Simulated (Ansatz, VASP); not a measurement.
# Ni (Nickel) in two plane-wave programs

One calculation is typed for both programs; each brings its own data sets and cutoff. How far apart do they land? The cell is taken from a series of VASP runs on this material, whose earlier steps may have relaxed, scaled or displaced it; both programs get it as it stands.

Method: plane waves, with VASP 6.6.1 beside it; relaxation of cell and atoms at PBEsol with D4, in Ansatz 0.2.0.

## Step 1: The structure

Symmetry: Fm-3m, No. 225, cubic system. The conventional cell has a = 3.441 Å, b = 3.441 Å, c = 3.441 Å, α = 90.00°, β = 90.00°, γ = 90.00°. Nearest to Ni lie 12 Ni at 2.43 Å.

As a file:

```xyz
1
Lattice="0.0000 1.7204 1.7204 1.7204 0.0000 1.7204 1.7204 1.7204 0.0000" Properties=species:S:1:pos:R:3 pbc="T T T"
Ni    0.0000    0.0000    0.0000
```

## Step 2: VASP: relaxation of cell and atoms, PBEsol with D4

The relaxed volume is the usual yardstick between codes: its relative difference is about their pressure difference at one cell divided by the bulk modulus.

Lines of VASP's logs that name or quote its potential files are left out, and so is its time.

File INCAR:

```
SYSTEM = Ni
PREC = Accurate
ENCUT = 450
EDIFF = 1E-06
NELM = 100
ISMEAR = 1
SIGMA = 0.1
LREAL = .FALSE.
ALGO = Normal
GGA = PS
IVDW = 13
NBANDS = 11
ISPIN = 2
MAGMOM = 1
LMAXMIX = 4
LORBIT = 11
LWAVE = .FALSE.
LCHARG = .FALSE.
KPAR = 2
IBRION = 2
NSW = 50
ISIF = 3
EDIFFG = -0.01
```

File POSCAR:

```
Ni
1.0
    0.0000000000      1.7203663140      1.7203663140
    1.7203663140      0.0000000000      1.7203663140
    1.7203663140      1.7203663140      0.0000000000
Ni
1
Direct
    0.0000000000      0.0000000000      0.0000000000
```

File KPOINTS:

```
Automatic mesh
0
Gamma
14 14 14
0 0 0
```

PAW data sets: Ni (PBE family, release 64).

On the command line:

```sh
$ mpirun -np 2 vasp_std
```

Numbers of over 12 decimals in the logs are rounded to 6 here.

Log:

```text
[banner, memory and clock lines left out]
running    2 mpi-ranks, on    1 nodes
 distrk:  each k-point on    1 cores,    2 groups
 distr:  one band on    1 cores,    1 groups

 POSCAR found type information on POSCAR Ni
 POSCAR found :  1 types and       1 ions
|                                                                             |
|               ----> ADVICE to this user running VASP <----                  |
|                                                                             |
|     You enforced a specific xc type in the INCAR file but a different       |
|     [... a line on the potential file left out ...]
|     I HOPE YOU KNOW WHAT YOU ARE DOING!                                     |
|                                                                             |

 LDA part: xc-table for (Slater+PW92), standard interpolation
 POSCAR, INCAR and KPOINTS ok, starting setup
 FFT: planning ... GRIDC
 FFT: planning ... GRID_SOFT
 FFT: planning ... GRID
 WAVECAR not read
 entering main loop
       N       E                     dE             d eps       ncg     rms          rms(c)
DAV:   1     0.246674172928E+02    0.24667E+02   -0.42291E+03  4790   0.106E+03
DAV:   2    -0.659594558296E+01   -0.31263E+02   -0.29524E+02  4750   0.162E+02
DAV:   3    -0.733482643729E+01   -0.73888E+00   -0.73521E+00  5129   0.294E+01
DAV:   4    -0.734058522793E+01   -0.57588E-02   -0.57578E-02  5104   0.224E+00
DAV:   5    -0.734070531819E+01   -0.12009E-03   -0.12009E-03  5146   0.311E-01    0.114E+01
DAV:   6    -0.645750104873E+01    0.88320E+00   -0.15824E+01  5484   0.580E+01    0.588E+00
DAV:   7    -0.615111583989E+01    0.30639E+00   -0.24553E+00  5461   0.212E+01    0.203E+00
DAV:   8    -0.613288452273E+01    0.18231E-01   -0.20154E-02  6349   0.126E+00    0.103E+00
DAV:   9    -0.613021785322E+01    0.26667E-02   -0.11848E-03  6790   0.255E-01    0.307E-01
DAV:  10    -0.612937859282E+01    0.83926E-03   -0.92580E-04  6550   0.209E-01    0.404E-02
DAV:  11    -0.612938059636E+01   -0.20035E-05   -0.13419E-05  5667   0.309E-02    0.234E-02
DAV:  12    -0.612938163132E+01   -0.10350E-05   -0.51174E-06  4537   0.167E-02    0.118E-02
DAV:  13    -0.612938142310E+01    0.20822E-06   -0.42826E-07  2531   0.982E-03
   1 F= -.64074689E+01 E0= -.64072857E+01  d E =-.640747E+01  mag=     0.5553
 curvature:   0.00 expect dE= 0.000E+00 dE for cont linesearch  0.000E+00
 trial: gam= 0.00000 g(F)=  0.188E-62 g(S)=  0.723E-06 ort = 0.000E+00 (trialstep = 0.100E+01)
 search vector abs. value=  0.723E-06
 reached required accuracy - stopping structural energy minimisation
```

Parts of OUTCAR (step 2):

```text
ion  position               nearest neighbor table
   1  0.000  0.000  0.000-

  LATTYP: Found a face centered cubic cell.
 ALAT       =     3.4407326280

 Subroutine GETGRP returns: Found 48 space group operations
 (whereof 48 operations were pure point group operations)

The static configuration has the point symmetry O_h .

 Found    104 irreducible k-points:

   k-points           NKPTS =    104   k-points in BZ     NKDIM =    104   number of bands    NBANDS=     11

   dimension x,y,z NGX =    18 NGY =   18 NGZ =   18
   dimension x,y,z NGXF=    36 NGYF=   36 NGZF=   36

   ENCUT  =  450.0 eV  33.07 Ry    5.75 a.u.   4.21  4.21  4.21*2*pi/ulx,y,z

   NELECT =      10.0000    total number of electrons

 k-points in reciprocal lattice and weights: Automatic mesh
   0.00000000  0.00000000  0.00000000       0.000
   0.07142857  0.00000000  0.00000000       0.003
   0.14285714  0.00000000  0.00000000       0.003
   0.21428571  0.00000000  0.00000000       0.003
   0.28571429  0.00000000  0.00000000       0.003
   0.35714286  0.00000000  0.00000000       0.003
   0.42857143  0.00000000  0.00000000       0.003
   0.50000000  0.00000000  0.00000000       0.001
   0.07142857  0.07142857  0.00000000       0.002
[...]
-0.28571429  0.42857143  0.21428571       0.009
  -0.28571429  0.50000000  0.21428571       0.004

 average (electrostatic) potential at core
       1 -81.0319

 E-fermi :  10.1558

 spin component 1
 k-point     1 :       0.0000    0.0000    0.0000
  band No.  band energies     occupation
    ...
      2       7.5943      1.00000
      3       7.5943      1.00000
      4       7.5943      1.00000
      5       8.8681      1.00000
      6       8.8681      1.00000
      7      34.4158      0.00000
      8      38.7796      0.00000
      9      38.7796      0.00000
     10      38.7796      0.00000
     11      41.9459      0.00000

 k-point     2 :       0.0714    0.0000    0.0000
  band No.  band energies     occupation
    ...
      2       7.5366      1.00000
      3       7.6430      1.00000
      4       7.6430      1.00000
      5       8.8473      1.00000
      6       8.8473      1.00000
      7      33.7816      0.00000
      8      36.6070      0.00000
      9      38.3553      0.00000
     10      38.3553      0.00000
     11      42.5838      0.00000

 k-point     3 :       0.1429    0.0000    0.0000
  band No.  band energies     occupation
    ...
      2       7.3915      1.00000
      3       7.7571      1.00000
      4       7.7571      1.00000
      5       8.8158      1.00000
      6       8.8158      1.00000
      7      30.8315      0.00000
      8      35.4711      0.00000
      9      37.6122      0.00000
     10      37.6122      0.00000
     11      42.9397      0.00000

 k-point     4 :       0.2143    0.0000    0.0000
  band No.  band energies     occupation
    ...
      2       7.2466      1.00000
      3       7.8389      1.00000
      4       7.8389      1.00000
      5       8.8662      1.00000
      6       8.8662      1.00000
      7      27.0883      0.00000
      8      34.9213      0.00000
      9      36.9590      0.00000
     10      36.9590      0.00000
     11      43.1365      0.00000

 k-point     5 :       0.2857    0.0000    0.0000
  band No.  band energies     occupation
    ...
      2       7.2802      1.00000
      3       7.8072      1.00000
      4       7.8072      1.00000
      5       9.0631      1.00000
      6       9.0631      1.00000
      7      23.4637      0.00000
      8      34.2272      0.00000
      9      36.4758      0.00000
     10      36.4758      0.00000
     11      41.5478      0.00000

 k-point     6 :       0.3571    0.0000    0.0000
  band No.  band energies     occupation
    ...
      2       7.7099      1.00000
      3       7.7099      1.00000
      4       7.8244      1.00000
      5       9.3273      1.00000
      6       9.3273      1.00000
      7      20.1728      0.00000
      8      33.5369      0.00000
      9      36.1622      0.00000
     10      36.1622      0.00000
     11      40.0974      0.00000

  DFT-D4 for vdW energy calculation

  Edisp (eV):   -0.27809

  Total      -0.00223    -0.00223    -0.00223     0.00000     0.00000     0.00000
  in kB      -0.35162    -0.35162    -0.35162     0.00000     0.00000     0.00000
  external pressure =       -0.35 kB  Pullay stress =        0.00 kB

  energy-cutoff  :      450.00
  volume of cell :       10.18
      direct lattice vectors                 reciprocal lattice vectors
     0.000000000  1.720366314  1.720366314    -0.290635777  0.290635777  0.290635777
     1.720366314  0.000000000  1.720366314     0.290635777 -0.290635777  0.290635777
     1.720366314  1.720366314  0.000000000     0.290635777  0.290635777 -0.290635777

 POSITION                                       TOTAL-FORCE (eV/Angst)
 -----------------------------------------------------------------------------------
      0.00000      0.00000      0.00000         0.000000     -0.000000      0.000000
 -----------------------------------------------------------------------------------
    total drift:                                0.000000     -0.000000      0.000000

  FREE ENERGIE OF THE ION-ELECTRON SYSTEM (eV)
  ---------------------------------------------------
  free  energy   TOTEN  =        -6.4074689492 eV

  energy  without entropy=       -6.4069191606  energy(sigma->0) =       -6.40728569

 reached required accuracy - stopping structural energy minimisation

 total charge
# of ion       s       p       d       tot
------------------------------------------
    1        0.529   0.565   8.347   9.440

 magnetization (x)
# of ion       s       p       d       tot
------------------------------------------
    1       -0.008  -0.026   0.594   0.560

[... 6 further parts left out ...]
```

CONTCAR:

```
Ni
   1.00000000000000
     0.0000000000000000    1.7203663140000001    1.7203663140000001
     1.7203663140000001    0.0000000000000000    1.7203663140000001
     1.7203663140000001    1.7203663140000001    0.0000000000000000
  Ni
     1
Direct
     0.0000000000000000    0.0000000000000000    0.0000000000000000
```

(Part 1 of 2 ends here.)

[Lines on the potential files, build, host, timing and source positions are cut from VASP's logs without a mark.]

[Logs are printed without paths, hosts, clocks, repeated set-up lines and the standing remarks that a program may print on its own settings, such as how far it seeks lower states.]

[Hosts, paths, dates, database ids (printed as entryN), source tags and the programs' standing remarks are cut or masked in the printed files.]
